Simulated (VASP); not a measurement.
Input:

```
Hf
1.0
    1.57850    -2.73405     0.00000
    1.57850     2.73405     0.00000
    0.00000     0.00000     4.99157
Hf
2
Cartesian
  1.57850   0.91135   1.24789
  1.57850  -0.91135   3.74368
```

All values below come from PBEsol GGA, VASP's PBE PAW potentials (set 64) (plane waves; VASP 6.6.1). Settings: 530 eV cut-off, 12×12×7 Γ-centred mesh, first-order Methfessel-Paxton smearing of 0.10 eV, potentials Hf_pv.

Finite-difference elastic constants of metals are sensitive to mesh and smearing; shear constants can be off by tens of GPa.

Problem. Give the elastic stiffness tensor with the ions relaxed (GPa, in the frame of the cell).

Solution. 
```csv
,xx,yy,zz,yz,xz,xy
xx,184,83.9,74.2,0.0,0.0,0.0
yy,83.9,184,74.2,0.0,0.0,0.0
zz,74.2,74.2,208,0.0,0.0,0.0
yz,0.0,0.0,0.0,50.2,0.0,0.0
xz,0.0,0.0,0.0,0.0,50.2,0.0
xy,0.0,0.0,0.0,0.0,0.0,50.1
```

Problem. What does the run give for the Hill bulk modulus, Hill shear modulus, Young's modulus, Poisson's ratio?

Solution. 
```json
{
 "hill_bulk_modulus": "116 GPa",
 "hill_shear_modulus": "52.8 GPa",
 "Young's modulus": "1370 kbar",
 "Poisson's ratio": "0.302"
}
```

The compound is Hf in the hcp structure. It was relaxed first.
